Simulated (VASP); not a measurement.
ZnSe (zinc blende) relaxed at rising pressure, in one space group throughout; other phases were not tried. The pressures are those reached. Computed with PBE GGA, VASP's PBE PAW potentials (set 64) (plane waves; VASP).

```csv
P (GPa),V (Å³/atom),k-mesh
-0.04,23.654,8×8×8
5.01,21.936,8×8×8
9.97,20.737,8×8×8
19.94,19.044,9×9×9
29.95,17.860,9×9×9
```

A change of mesh leaves a small step in the series.

Question: Fit an equation of state and predict the volume at 44.90 GPa.

Answer: Least squares on the third-order Birch-Murnaghan form, P = (3B0/2)(y⁷ − y⁵)[1 + (3/4)(B′ − 4)(y² − 1)] with y = (V0/V)^(1/3), gives V0 = 23.638 Å³/atom, B0 = 57 GPa and B′ = 4.5, and so 16.582 Å³/atom. The run gave 16.576 Å³/atom, -0.0 % from the fit.

Pressures at which the relaxation failed are left out.

The compound is ZnSe in the zinc blende structure.
